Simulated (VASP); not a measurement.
Given:

```xyz
2
Lattice="0.0000 2.7170 2.7170 2.7170 0.0000 2.7170 2.7170 2.7170 0.0000" Properties=species:S:1:pos:R:3 pbc="T T T"
La     2.7170     0.0000     2.7170
C      2.7170     2.7170     2.7170
```

Method: PBE GGA, VASP's PBE PAW potentials (set 64) (plane waves; VASP). Settings: 520 eV cut-off, 13×13×13 Γ-centred mesh, tetrahedra with Blöchl corrections, potentials La C.

**Question.** Estimate the energy per atom (σ→0), band gap (on the k-mesh) with the smallest direct gap where there is one.

**Answer.** 
```yaml
band gap (on the k-mesh): none (metal, semimetal or under 0.01 eV)
energy per atom (σ→0): -6.676 eV/atom
```

Only differences to runs with the same potentials and settings are physical.

The structure was generated: LaC was put into the rock salt type (Fm-3m), which need not be its known phase. It was relaxed first, which changed the volume by -30 %. The electron count is odd and the run is not spin-polarised, which forces a metal.
